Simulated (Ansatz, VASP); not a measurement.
# MgS (Niningerite): VASP beside Ansatz, part 2 of 2

Aim: how closely do two programs agree when they are given the same cell, functional and k mesh? The cell is taken from a series of VASP runs on this material, whose earlier steps may have relaxed, scaled or displaced it; both programs get it as it stands.

VASP 6.6.1 and Ansatz 0.2.0.

So far: The starting structure; Ansatz: relaxation of cell and atoms, PBEsol; VASP: relaxation of cell and atoms, PBEsol.

## Step 4: Differences

Known differences besides the potentials themselves: both relaxations stop at a tolerance, which leaves soft axes loose, and VASP keeps its plane-wave basis; the data sets hold 16 valence electrons in Ansatz (default PAW (the set named soft_2) files) and 8 in VASP; the cutoff is 420 eV in Ansatz and 500 eV in VASP; Ansatz makes its cores anew for this functional, VASP keeps those of its PBE data sets; VASP leaves aspherical gradient terms in its spheres out (LASPH is not set), Ansatz keeps them; Ansatz adds a Pulay correction to the stress that steers its cell, VASP none. Total energies have different zeros and are not compared.

The two programs side by side:

```
                                         quantity  Ansatz   VASP  difference
                                      volume (Å³)   34.77  34.70     +0.21 %
edge a after relaxation, in the typed setting (Å)   3.664  3.661     +0.07 %
```

The walks stopped with 0.04 GPa left in Ansatz and 0.00 GPa in VASP; each walk ends within a tolerance, so the volume difference is uncertain by about these residues over the bulk modulus, most in soft cells.

## Step 5: VASP: relaxation of cell and atoms, r2SCAN

The relaxed volume is the usual yardstick between codes: its relative difference is about their pressure difference at one cell divided by the bulk modulus. The cell compared in this pair holds 35.00 Å³, against 34.70 Å³ for the pair before.

INCAR reads:

```
SYSTEM = MgS
PREC = Accurate
ENCUT = 500
EDIFF = 1E-07
NELM = 100
ISMEAR = 0
SIGMA = 0.03
LREAL = .FALSE.
ALGO = Normal
METAGGA = R2SCAN
LASPH = .TRUE.
NBANDS = 10
LORBIT = 11
LWAVE = .FALSE.
LCHARG = .FALSE.
KPAR = 4
IBRION = 2
NSW = 50
ISIF = 3
EDIFFG = -0.002
```

POSCAR reads:

```
MgS
1.0
    0.0000000000      2.5963250946      2.5963250946
    2.5963250946      0.0000000000      2.5963250946
    2.5963250946      2.5963250946      0.0000000000
S Mg
1 1
Direct
    0.5000000000      0.5000000000      0.5000000000
    0.0000000000      0.0000000000      0.0000000000
```

KPOINTS reads:

```
Automatic mesh
0
Gamma
8 8 8
0 0 0
```

Potentials, in the order of the species: S and Mg (PBE family, release 64).

Started as:

```sh
mpirun -np 4 vasp_std
```

Numbers of over 12 decimals in the logs are rounded to 6 here.

The log of the run:

```text
[banner, memory and clock lines left out]
running    4 mpi-ranks, on    1 nodes
[...]
[... a notice as in an earlier step ...]

 LDA part: xc-table for (None), standard interpolation
 POSCAR, INCAR and KPOINTS ok, starting setup
[...]
entering main loop
       N       E                     dE             d eps       ncg     rms          rms(c)
DAV:   1     0.140884631868E+02    0.14088E+02   -0.37060E+03   620   0.642E+02
DAV:   2    -0.157391056113E+02   -0.29828E+02   -0.28377E+02   752   0.104E+02
DAV:   3    -0.170924077835E+02   -0.13533E+01   -0.13510E+01   750   0.247E+01
DAV:   4    -0.170996651264E+02   -0.72573E-02   -0.72566E-02   700   0.204E+00
[...]
DAV:  11    -0.155105757816E+02   -0.13760E-05   -0.16322E-06   662   0.108E-02    0.901E-03
DAV:  12    -0.155105747997E+02    0.98187E-06   -0.10003E-07   608   0.204E-03    0.597E-04
DAV:  13    -0.155105747257E+02    0.74026E-07   -0.19611E-08   352   0.848E-04
   1 F= -.15510575E+02 E0= -.15510575E+02  d E =-.155106E+02
[...]
reached required accuracy - stopping structural energy minimisation
```

OUTCAR, selected parts (step 5):

```text
  Total        0.0018194      0.0018194      0.0018194     -0.0000000      0.0000000      0.0000000
  in kB        0.0832774      0.0832774      0.0832774     -0.0000000      0.0000000      0.0000000
  external PRESSURE =       0.0832774 kB  Pullay stress =       0.0000000 kB

 POSITION                                       TOTAL-FORCE (eV/Angst)
 -----------------------------------------------------------------------------------
      2.59633      2.59633      2.59633         0.000000      0.000000      0.000000
      0.00000      0.00000      0.00000        -0.000000     -0.000000     -0.000000
 -----------------------------------------------------------------------------------
    total drift:                                0.000000      0.000000      0.000000

  FREE ENERGIE OF THE ION-ELECTRON SYSTEM (eV)
  ---------------------------------------------------
  free  energy   TOTEN  =       -15.5105747257 eV

  energy  without entropy=      -15.5105747257  energy(sigma->0) =      -15.51057473

[... 2 parts as in an earlier step ...]

[... 2 further parts left out ...]
[key lines of the parts left out:]
E-fermi :   3.7509
```

## Step 6: Ansatz: relaxation of cell and atoms, r2SCAN

The same cell, functional, mesh and smearing now go to Ansatz, which takes its cutoff from its data sets.

The cell is taken from a series of VASP runs on this material, whose earlier steps may have relaxed, scaled or displaced it; both programs get it as it stands.

input.yaml reads:

```yaml
crystal:
  lattice:
    - [0.0, 2.5963250946, 2.5963250946]
    - [2.5963250946, 0.0, 2.5963250946]
    - [2.5963250946, 2.5963250946, 0.0]
  atoms:
    - { symbol: S, position: [0.5, 0.5, 0.5] }
    - { symbol: Mg, position: [0.0, 0.0, 0.0] }
hamiltonian:
  xc: r2scan
  pseudopotentials: { kind: paw }
kpoints:
  mp_grid: { grid: [8, 8, 8] }
scf:
  occupations: { method: gaussian, width: 0.03 }
relax:
  f_tol: 0.01
  max_steps: 60
  cell: { stress_tol: 0.05 }
output:
  forces: true
  stress: true
```

Started as:

```sh
ansatz run input.yaml --threads 4 --pin off --max-ram 9216MiB --backend cpu --events-out ev --progress --plain --runs-dir out
```

The log of the run:

```text
[...]
Crystal: 2 atoms, lattice volume = 35.003 Å³
Basis set: ecut = 500 eV, 893 PW (Γ), exchange–correlation on 108×108×108 points (64 copies of the dense FFT grid, shifted against one another)
Bands: 12, of which v1, the nominal top of the filled ones, is band 8 counted from 1 (7 counted from 0)
Symmetry: 48 space group operations
[...]
k-points: 29 of 512
[...]
-0.000000       0.000268       0.000000
       -0.000000      -0.000000       0.000268
  P = ⅓ Tr σ = 0.0003 GPa (0.003 kbar)
--- Relaxed structure (3 steps of the walk, 3 accepted, 1 SCFs on fresh bases) ---
[...]
cell:  # Å, volume = 35.2151 Å³
    - [0, 2.601554, 2.601554]
    - [2.601554, 0, 2.601554]
    - [2.601554, 2.601554, 0]
  atoms:
    - { symbol: S, position: [0.500000, 0.500000, 0.500000] }
    - { symbol: Mg, position: [0, 0, 0] }
[key lines of the parts left out:]
SCF converged after 4 iterations
Free energy (F): -2835.576044 eV
Fermi energy:    7.891600 eV
```

Wall time 1.9 s (4 threads of Arm Neoverse V2, shared host); peak memory 0.37 GiB; 6.3 s of CPU time.

## Step 7: Differences

What differs besides the data sets and the points named for the pairs above, as far as they apply: VASP keeps PBE cores, Ansatz makes them for the functional. Total energies have different zeros and are not compared.

The two programs side by side:

```
                                         quantity  Ansatz   VASP  difference
                                      volume (Å³)   35.22  35.00     +0.61 %
edge a after relaxation, in the typed setting (Å)   3.679  3.672     +0.20 %
```

The walks stopped with 0.00 GPa left in Ansatz and 0.01 GPa in VASP; each walk ends within a tolerance, so the volume difference is uncertain by about these residues over the bulk modulus, most in soft cells.

## Step 8: Summary of results

| Quantity | Value |
| --- | --- |
| difference in volume (relaxation of cell and atoms, PBEsol) | 0.21 % |
| difference in volume (relaxation of cell and atoms, r2SCAN) | 0.61 % |

What this shows: The difference in volume is 0.61 % (relaxation of cell and atoms, r2SCAN), within the 1.2 % picked in this series as the mark of a large difference, as far as the stopping tolerances let one tell. How closely two codes agree says nothing of how well the functional describes the real material.

[Lines on the potential files, build, host, timing and source positions are cut from VASP's logs without a mark.]

[Logs are printed without paths, hosts, clocks, repeated set-up lines and the standing remarks that a program may print on its own settings, such as how far it seeks lower states.]

[Hosts, paths, dates, database ids (printed as entryN), source tags and the programs' standing remarks are cut or masked in the printed files.]
